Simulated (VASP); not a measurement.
Computed with PBE GGA, VASP's PBE PAW potentials (set 64) (plane waves; VASP 6.6.1).

The input files of a VASP run:

**POSCAR**
```
Ir
1.0
  0.0000000000   1.9359633933   1.9359633933
  1.9359633933   0.0000000000   1.9359633933
  1.9359633933   1.9359633933   0.0000000000
Ir
1
Cartesian
  0.0000000000   0.0000000000   0.0000000000
```

KPOINTS:
```
Automatic mesh
0
Gamma
18 18 18
0 0 0
```

### INCAR
```
# general
SYSTEM   =  Ir
PREC     =  Accurate
ENCUT    =  520   # plane-wave cut-off (eV)
LREAL    =  .FALSE.   # projection in real space or not
LASPH    =  .TRUE.   # aspherical one-centre terms

# electronic loop
EDIFF    =  1E-7   # SCF stop (eV)
NELM     =  100   # most electronic steps
ALGO     =  Normal   # blocked Davidson
LMAXMIX  =  6   # l cut-off of mixed one-centre charges

# smearing
ISMEAR   =  -5   # tetrahedra, Bloechl

# functional
GGA      =  PE   # PBE

# ions
ISIF     =  2   # forces and stress, cell fixed

# output
LWAVE    =  .FALSE.
LCHARG   =  .TRUE.
LORBIT   =  11   # lm-projected
NEDOS    =  601
```

POTCAR, in this order: Ir (PBE.64 set). Program: vasp_std.

Q: What will the output report for the number of irreducible k-points (NKPTS), largest plane-wave count, number of space-group operations, FFT grid (NGX, NGY, NGZ)?

A: 
| Quantity | Result |
|---|---|
| number of irreducible k-points (NKPTS) | 195 |
| largest plane-wave count | 399 |
| number of space-group operations | 48 |
| FFT grid (NGX, NGY, NGZ) | 20 × 20 × 20 |

The compound is Ir in the fcc structure. It was relaxed first.
